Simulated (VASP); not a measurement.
Input:

```xyz
5
Lattice="4.5006 0.0000 0.0000 0.0000 4.5006 0.0000 0.0000 0.0000 4.5006" Properties=species:S:1:pos:R:3 pbc="T T T"
Cs     0.0000     0.0000     0.0000
Ca     2.2503     2.2503     2.2503
F      0.0000     2.2503     2.2503
F      2.2503     0.0000     2.2503
F      2.2503     2.2503     0.0000
```

These are PBEsol GGA, VASP's PBE PAW potentials (set 64) (plane waves; VASP) values and carry that method's errors. Run with 520 eV cut-off, 5×5×5 Γ-centred mesh, Gaussian smearing of 0.050 eV, potentials Cs_sv Ca_sv F.

Unless said otherwise, spin-orbit coupling is left out, though it shifts the bands of the heavy elements here.

Q: Predict the energy per atom (σ→0), band gap (on the k-mesh) with the smallest direct gap where there is one.

A: 
```yaml
band gap (on the k-mesh): 7.06 eV
smallest direct gap (on the k-mesh): 7.06 eV
energy per atom (σ→0): -5.269 eV/atom
```

Total energies compare only between runs with the same potentials, cut-off and functional.

The structure comes from a computed database's CsCaF3 entry (Pm-3m); how it stands against other phases isn't given here. It was relaxed first. The start is the result of an earlier pass.
